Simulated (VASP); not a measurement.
OSZICAR of a VASP run on ZnS (zinc blende):

OSZICAR:
```
       N       E                     dE             d eps       ncg     rms          rms(c)
DAV:   1     0.903499373673E+02    0.90350E+02   -0.92454E+03   918   0.175E+03
DAV:   2    -0.745862408078E+00   -0.91096E+02   -0.86571E+02   945   0.293E+02
DAV:   3    -0.661007494274E+01   -0.58642E+01   -0.58391E+01  1135   0.763E+01
DAV:   4    -0.667954612286E+01   -0.69471E-01   -0.69443E-01  1025   0.868E+00
DAV:   5    -0.668046757193E+01   -0.92145E-03   -0.92142E-03  1085   0.102E+00    0.111E+01
DAV:   6    -0.621754468860E+01    0.46292E+00   -0.10866E+00  1201   0.437E+01    0.812E+00
DAV:   7    -0.619453241664E+01    0.23012E-01   -0.56790E-01   940   0.813E+00    0.381E+00
DAV:   8    -0.619299635417E+01    0.15361E-02   -0.88876E-03  1150   0.172E+00    0.119E+00
DAV:   9    -0.619249208062E+01    0.50427E-03   -0.26997E-03   970   0.518E-01    0.119E-01
DAV:  10    -0.619253396848E+01   -0.41888E-04   -0.17363E-04  1095   0.168E-01    0.984E-02
DAV:  11    -0.619260381609E+01   -0.69848E-04   -0.63602E-05   940   0.113E-01    0.747E-02
DAV:  12    -0.619260123625E+01    0.25798E-05   -0.18031E-05  1390   0.105E-01    0.172E-02
DAV:  13    -0.619260157483E+01   -0.33857E-06   -0.20895E-06   835   0.145E-02
   1 F= -.28629435E+00 E0= -.28629435E+00  d E =-.286294E+00
       N       E                     dE             d eps       ncg     rms          rms(c)
DAV:   1    -0.617325780355E+01    0.19343E-01   -0.31752E-02  1100   0.485E+00    0.378E-01
DAV:   2    -0.617092321563E+01    0.23346E-02   -0.82357E-03  1095   0.348E+00    0.158E-01
DAV:   3    -0.617065118503E+01    0.27203E-03   -0.30614E-04  1161   0.320E-01    0.744E-02
DAV:   4    -0.617057780309E+01    0.73382E-04   -0.87068E-05  1095   0.145E-01    0.349E-02
DAV:   5    -0.617057372755E+01    0.40755E-05   -0.76418E-06  1370   0.448E-02    0.189E-02
DAV:   6    -0.617057224001E+01    0.14875E-05   -0.23115E-06   851   0.348E-02    0.162E-03
DAV:   7    -0.617057230417E+01   -0.64162E-07   -0.11698E-06   531   0.107E-02
   2 F= -.28624377E+00 E0= -.28624377E+00  d E =0.505792E-04
       N       E                     dE             d eps       ncg     rms          rms(c)
DAV:   1    -0.618472358224E+01   -0.14151E-01   -0.11300E-02  1090   0.290E+00    0.226E-01
DAV:   2    -0.618389810672E+01    0.82548E-03   -0.28630E-03  1080   0.202E+00    0.956E-02
DAV:   3    -0.618379745043E+01    0.10066E-03   -0.10588E-04  1122   0.171E-01    0.448E-02
DAV:   4    -0.618376838488E+01    0.29066E-04   -0.28116E-05  1095   0.835E-02    0.202E-02
DAV:   5    -0.618376600052E+01    0.23844E-05   -0.20402E-06   637   0.266E-02    0.108E-02
DAV:   6    -0.618376470304E+01    0.12975E-05   -0.22561E-06   790   0.197E-02    0.161E-03
DAV:   7    -0.618376487514E+01   -0.17210E-06   -0.43036E-07   470   0.799E-03
   3 F= -.28633554E+00 E0= -.28633554E+00  d E =-.411919E-04
```

Q: Which electronic solver shows in the log?

A: It is blocked Davidson (ALGO = Normal, or the opening steps of other solvers). The INCAR had ALGO = Normal.

Q: Can the final energy be trusted as converged?

A: The run converged. It stopped with EDIFF = 1E-6, NELM = 100, NSW = 40 and EDIFFG = -0.02 after 3 ionic steps (PBE GGA, plane waves, VASP's PBE PAW potentials (set 64)).

The compound is ZnS in the zinc blende structure. This run relaxes it under an external pressure of 30 GPa. Symmetry was kept, so distortions that lower it aren't found.
